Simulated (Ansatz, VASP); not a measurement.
# Cross-check of Nb2CSO (Nb2COS MXene bilayer, AA) between VASP and Ansatz

One calculation is typed for both programs; each brings its own data sets. How far apart do they land? The structure shown is the start of the Ansatz relaxation below; VASP solves that cell, so the two are compared at the walk's first step.

Calculated with Ansatz 0.2.0; plane waves, with VASP 6.6.1 beside it; single point at LDA.

**1. The structure**

The cell holds 10 atoms: 2 S, 4 Nb, 2 C and 2 O. Cell: a = 3.151 Å, b = 3.151 Å, c = 51.135 Å, α = 90.0°, β = 90.0°, γ = 120.0°. Vacuum lies along c. The height across the vacuum is the one that the program set for its solve, not the one typed.

**2. Ansatz: relaxation, LDA**

Ansatz runs on its default PAW (the set named soft_2) files.

The two programs are compared at the cell with which this relaxation starts, whose forces are those of its first step.

File input.yaml:

```yaml
crystal:
  lattice:
    - [3.150576, 0.0, 0.0]
    - [-1.575288, 2.7284788526, 0.0]
    - [0.0, 0.0, 31.6673905173]
  atoms:
    - { symbol: S, position: [0.3333333333, 0.6666666667, 0.2842040299] }
    - { symbol: Nb, position: [0.6666666667, 0.3333333333, 0.3395512668] }
    - { symbol: C, position: [0.0, 0.0, 0.3788072122] }
    - { symbol: Nb, position: [0.3333333333, 0.6666666667, 0.4180631575] }
    - { symbol: O, position: [0.6666666667, 0.3333333333, 0.4534221173] }
    - { symbol: S, position: [0.3333333333, 0.6666666667, 0.5465778827] }
    - { symbol: Nb, position: [0.6666666667, 0.3333333333, 0.6019251196] }
    - { symbol: C, position: [0.0, 0.0, 0.641181065] }
    - { symbol: Nb, position: [0.3333333333, 0.6666666667, 0.6804370103] }
    - { symbol: O, position: [0.6666666667, 0.3333333333, 0.7157959701] }
  periodic: [true, true, false]
kpoints:
  mp_grid: { grid: [12, 12, 1] }
hamiltonian:
  xc: lda
scf:
  occupations: { method: fermi_dirac, width: 0.05 }
  convergence: { dr2_threshold: 1.0e-09 }
relax:
  f_tol: 0.004
  max_steps: 90
  cell: {}
output:
  write_potential: true
  write_density: true
  volumetric_format: npy
```

Run with:

```
$ ansatz run input.yaml --threads 4 --pin off --max-ram 6144MiB --backend cpu --events-out ev --progress --plain --runs-dir out
```

Numbers of over 12 decimals in the logs are rounded to 6 here.

The log of the run:

```text
Warning: crystal.periodic: the lattice vector that does not repeat stood 0.000° off the slab's normal, 31.667 Å along it as the deck builds it. The run solves the slab on a vector along the normal, 51.135 Å long, with every atom where it was (on the deck's vector they left 18.00 Å outside them, and the widest stretch free of ions among them is 2.95 Å). A fractional position that the run reports is one of the run's ce [...]
Warning: relax.cell: scf.convergence.dr2_threshold = 1e-9 eV is looser than the 1.78525084173e-10 eV advised for a relaxation that steers and ends on the stress (1e-10 eV for each atom of the cell: 10, times the square of relax.cell.stress_2d_tol = 0.05 N/m over 23.7 Å (the atoms' height at the walk's start and 5 Å past either face), 2.113e-2 GPa, over a crystal's default 0.05). What an SCF threshold leaves in a stress goes as its square root, and in the free energy as the threshold itself, and one threshold admits the most on a small cell: [figures from the program's tests cut] Set scf.convergence.dr2_threshold to 1.78525084173e-10 eV or tighter. [rest of the remark cut]
crystal.periodic: the lattice vector that does not repeat stood 0.000° off the slab's normal, 31.667 Å along it as the deck builds it. The run solves the slab on a vector along the normal, 51.135 Å long, with every atom where it was (on the deck's vector they left 18.00 Å outside them, and the widest stretch free of ions among them is 2.95 Å). A fractional position that the run reports is one of the run's cell, which [...]
Engine: ansatz 0.2.0, aarch64-unknown-linux-gnu
Pseudopotentials: kind: paw
[...]
SCF iter   2: F=—  HF=-21114.094721 eV  |F-HF|=—  |Δ(HF+E_count)|=   2.61e-4  Δρ=2.82e-6  dr2=2.71e-8  ethr=3.13e-11  ⟨swp⟩=6.1  Hψ=4318  notcnv=0
SCF iter   3: F=—  HF=-21114.094721 eV  |F-HF|=—  |Δ(HF+E_count)|=   5.75e-9  Δρ=5.65e-7  dr2=1.03e-9  ethr=3.13e-11  ⟨swp⟩=2.5  Hψ=1680  notcnv=0
SCF iter   4: F=-21114.094721 eV  HF=-21114.094721 eV  |F-HF|=4.04e-10  |Δ(HF+E_count)|=  1.53e-10  Δρ=1.73e-7  dr2=1.94e-10  ethr=1.19e-12  ⟨swp⟩=19.0  Hψ=9731  notcnv=0
SCF 8 converged in 4 iterations: F = -21114.094721 eV  dr2 = 1.94e-10
relax step   8: F+E_penalty+E_count = -21114.09472088 eV  Δ(F+E_penalty+E_count) = +4.226e-4 eV  max|allowed force component| = 1.015e-3 eV/Å  Δτ_max = 0.0000 Å  P = -0.017 N/m  Ω = 438.985 Å³  fix = [c, alpha, beta]  reactions: c -0.000 N/m  stress off target by 1.73e-2 N/m on what of the cell is left free  SCF on the basis re-selected at this cell (its energy is not comparable with the rows above)  (4 SCF iters)
basis re-selected at this cell: Δ(F+E_penalty+E_count) = +4.226e-4 eV, ΔP = -0.016 N/m vs the last step (what re-selecting the basis moved, of the pressure what is left beyond the Pulay correction that the steps carried, after the strain that the cell walked since its last selection, with what the two solves' SCF thresholds leave and, on support functions, any second-order correction that the steps lacked; it is no m [...]
WARN: The output density's exchange-correlation potential varies sharply where the density is thin. Do not read a vacuum level from v_tot or v_xc, or from such a field of the output density. On a cell that repeats whose density bears no net charge and no dipole along the vacuum's axis use v_es (v_loc + v_h of the components); under efield.dipole_correction with no amplitude use v_es + v_field, which holds any externa [...]
SCF converged after 4 iterations
Free energy (F): -21114.094721 eV
Harris-Foulkes:  -21114.094721 eV  (|F-HF|=4.04e-10)
Internal energy: -21114.064255 eV  (E = F + TS)
E sigma→0 (E₀):  -21114.079488 eV
Entropy (-TS):   -0.030466 eV (-3.047 meV/atom)
Fermi energy:    -5.732573 eV
--- Per-component energies (eV) ---
  E_band       = -2024.013418
  E_kinetic    = 2331.165150
  E_local      = -589975.993813  (includes V_loc(G=0)·N_el)
  E_nonlocal   = 701.873708
  E_hartree    = 293398.212414
  E_xc         = -1137.420152
  E_vxc        = -1339.854405  (∫ρ·V_xc dr)
  E_paw        = -13471.530464  (= ΣΔE_a)
  E_vpaw       = -537.630720  (= ΣTr[D̂ρ^β])
  E_aug_tail   = 0.005014  (compensation charges beyond the density's cutoff)
  E_ewald      = 287037.295208
  E_core_change = 2.328680  (= ΣΔE_core)
  E_smearing   = -0.030466  (= −TS)
  E_closure    = 0.000000  (closes the sum)
  Σ components = -21114.094721   (vs F -21114.094721, Δ=0.00e0)
--- Forces (eV/Å), atoms counted from 1 ---
  atom   1  S      0.00000000     0.00000000     0.00069924
  atom   2  Nb     0.00000000    -0.00000000     0.00029125
  atom   3  C      0.00000000     0.00000000    -0.00047980
  atom   4  Nb     0.00000000    -0.00000000     0.00085359
  atom   5  O      0.00000000    -0.00000000    -0.00001455
  atom   6  S     -0.00000000     0.00000000     0.00034415
  atom   7  Nb     0.00000000    -0.00000000    -0.00104274
  atom   8  C      0.00000000     0.00000000    -0.00046898
  atom   9  Nb     0.00000000    -0.00000000     0.00039931
  atom  10  O      0.00000000    -0.00000000    -0.00085642
  max |Σ_I F_I| component: 2.75e-4 eV/Å
--- 2D stress c σ (N/m, compression-positive) ---
       -0.017300      -0.000000      -0.000000
       -0.000000      -0.017300      -0.000000
       -0.000000      -0.000000      -0.000000
  P = ½ c Tr σ = -0.0173 N/m
--- Band table (eV; the first three rows and the last of 19) ---
  k-point 0: bands = ["-61.7686", "-61.7648", "-60.9781", "-60.9732", "-38.0998", "-38.0968", "-37.6279", "-37.6279", "-37.6256", "-37.6256", "-37.1627", "-37.1593", "-36.8800", "-36.8800", "-36.8753", "-36.8753", "-24.6480", "-24.5952", "-19.7203", "-19.6925", "-17.2142", "-17.1650", "-12.9106", "-12.6409", "-11.8791", "-11.8791", "-11.8525", "-11.8525", "-10.6991", "-10.0687", "-9.3232", "-9.3232", "-9.3083", "-9.3083", "-8.3281", "-7.6765", "-6.5293", "-6.5293", "-6.5240", "-6.5240", "-6.1195", "-6.1195", "-6.1011", "-6.1011", "-5.9610", "-5.7820", "-4.4332", "-4.4332", "-4.4242", "-4.4242", "-3.4080", "-3.2936"]
  k-point 1: bands = ["-61.7631", "-61.7592", "-60.9731", "-60.9682", "-38.0859", "-38.0829", "-37.6874", "-37.6853", "-37.6392", "-37.6370", "-37.1539", "-37.1506", "-36.9253", "-36.9207", "-36.8899", "-36.8852", "-24.6102", "-24.5577", "-19.6193", "-19.5933", "-17.2212", "-17.1828", "-12.7817", "-12.5352", "-11.9424", "-11.8723", "-11.8003", "-11.7730", "-10.5093", "-10.0245", "-9.6592", "-9.5939", "-9.3338", "-9.3174", "-8.1557", "-7.7408", "-7.2400", "-7.1451", "-6.9704", "-6.9445", "-6.3132", "-6.2666", "-5.6893", "-5.6469", "-5.4356", "-5.3055", "-4.4034", "-4.3915", "-4.3072", "-4.3025", "-3.2318", "-3.1377"]
  k-point 2: bands = ["-61.7480", "-61.7441", "-60.9594", "-60.9545", "-38.0484", "-38.0454", "-37.8423", "-37.8407", "-37.6700", "-37.6678", "-37.1374", "-37.1339", "-37.0444", "-37.0399", "-36.9170", "-36.9123", "-24.5184", "-24.4671", "-19.3381", "-19.3153", "-17.2281", "-17.2120", "-12.4568", "-12.2950", "-11.9127", "-11.8000", "-11.6007", "-11.5716", "-10.6072", "-10.5041", "-9.7464", "-9.4450", "-9.4044", "-9.3861", "-8.7903", "-8.6777", "-7.6546", "-7.4864", "-7.3081", "-7.2892", "-6.8033", "-6.6878", "-5.3469", "-5.3008", "-4.9417", "-4.7732", "-4.3639", "-4.3275", "-3.8137", "-3.8042", "-3.0917", "-3.0034"]
  k-point 18: bands = ["-61.6750", "-61.6710", "-60.8935", "-60.8886", "-38.2317", "-38.2314", "-38.1202", "-38.1184", "-37.8758", "-37.8723", "-37.3445", "-37.3400", "-37.2874", "-37.2836", "-37.0760", "-37.0720", "-24.2297", "-24.1856", "-17.8595", "-17.8351", "-16.8299", "-16.8285", "-11.7579", "-11.6800", "-11.6633", "-11.5874", "-11.5027", "-11.4380", "-10.8315", "-10.8061", "-10.2642", "-10.0384", "-10.0357", "-10.0150", "-9.9324", "-9.8724", "-9.4034", "-9.1568", "-9.0623", "-9.0092", "-5.2556", "-5.2146", "-5.1252", "-4.9048", "-4.2887", "-4.2590", "-3.7124", "-3.5031", "-3.1901", "-3.1690", "-2.7766", "-2.7316"]
  the weakly bound empty levels are not read free of the cell's end (no_gap_told)
--- Relaxed structure (7 steps of the walk, 7 accepted, 1 SCFs on fresh bases) ---
  F+E_penalty+E_count = -21114.09472088 eV   max|allowed force component| = 1.015e-3 eV/Å   (the final SCF, on the basis selected at the relaxed cell)
  cell:  # Å, volume = 438.9846 Å³
    - [3.148481, 0, 0]
    - [-1.574241, 2.726665, 0]
    - [0, 0, 51.134781]
  atoms:
    - { symbol: S, position: [0.333333, 0.666667, 0.183355] }
    - { symbol: Nb, position: [0.666667, 0.333333, 0.215708] }
    - { symbol: C, position: [8.890809515925293e-18, 0, 0.239527] }
    - { symbol: Nb, position: [0.333333, 0.666667, 0.263478] }
    - { symbol: O, position: [0.666667, 0.333333, 0.283333] }
    - { symbol: S, position: [0.333333, 0.666667, 0.335920] }
    - { symbol: Nb, position: [0.666667, 0.333333, 0.368263] }
    - { symbol: C, position: [-9.002011179297773e-18, 0, 0.392083] }
    - { symbol: Nb, position: [0.333333, 0.666667, 0.416020] }
    - { symbol: O, position: [0.666667, 0.333333, 0.435914] }
```

Reading the cycles: dr2 is the Hartree energy of the density residual (eV), the measure of convergence; HF is the Harris–Foulkes estimate of the energy, which meets the free energy F at convergence.

[end of part 1 of 2]

[Lines on the potential files, build, host, timing and source positions are cut from VASP's logs without a mark.]

[Logs are printed without paths, hosts, clocks, repeated set-up lines and the standing remarks that a program may print on its own settings, such as how far it seeks lower states.]

[Hosts, paths, dates, database ids (printed as entryN), source tags and the programs' standing remarks are cut or masked in the printed files.]
